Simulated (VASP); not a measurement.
Consider the following.

```
Au3Na
1.0
   -2.00801     2.00801     4.28759
    2.00801    -2.00801     4.28759
    2.00801     2.00801    -4.28759
Na Au
1 3
Cartesian
  0.00000   0.00000   0.00000
  0.00000   2.00801   2.14380
  2.00801   0.00000   2.14380
  0.00000   0.00000   4.28759
```

Calculation: PBEsol GGA, VASP's PBE PAW potentials (set 64) (plane waves; VASP). Numerical set-up: 400 eV cut-off, Gaussian smearing of 0.050 eV, potentials Na_pv Au.

Unless said otherwise, spin-orbit coupling is left out, though it shifts the bands of the heavy elements here.

### Question
Predict the band gap (along the path) with the smallest direct gap where there is one.

### Answer

| Quantity | Result |
|---|---|
| band gap (along the path) | none (metal, semimetal or under 0.01 eV) |

Only differences to runs with the same potentials and settings are physical.

The structure comes from a computed database's NaAu3 entry (I4/mmm); how it stands against other phases isn't given here. It was relaxed first, which changed the volume by -7 %.
